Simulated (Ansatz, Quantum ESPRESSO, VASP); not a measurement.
**As (R-3m, 2 atoms in the cell) computed with different codes at matched settings**

Self-consistent single point.

```xyz
2
Lattice="3.6804 -1.8800 0.0000 3.6804 1.8800 0.0000 2.7200 0.0000 3.1114" Properties=species:S:1:pos:R:3 pbc="T T T"
As     2.2883     0.0000     0.7063
As     7.7924     0.0000     2.4051
```

Shared settings, as Ansatz (a program for electronic structure) writes them: kpoints.mp_grid.grid = 7 7 7; magnetization.spin_orbit = true; scf.occupations.method = fermi_dirac; scf.occupations.width = 0.05 eV. Potentials and cutoffs stand in the table.

```tsv
code	model	pressure (GPa)	largest force (eV/Å)	cutoff
Quantum ESPRESSO	PBE, spin-orbit coupling, PSlibrary fully relativistic PAW (PBE) pseudopotentials	3.30	0.237	30 Ry
Ansatz	PBE with spin-orbit coupling, default PAW files	3.13	0.195	default
VASP	PBE, spin-orbit coupling, VASP's PBE PAW potentials (set 64)	3.46	0.255	300 eV
```

The spread over the programs that give each value: pressure within 0.33 GPa; largest force within 0.060 eV/Å.

Ansatz's pressure is given at a fixed set of plane waves, as the other plane-wave codes print theirs.

VASP's run is marked for a possible Pulay error in its stress at this cutoff; no cutoff test was made.

The starting cell has typed, rounded lattice constants, without a prior relaxation at this level.

Left out of this page: Elk, FLEUR and SIESTA (not drawn, or without a comparable value).

Keys are those of Ansatz 0.2.
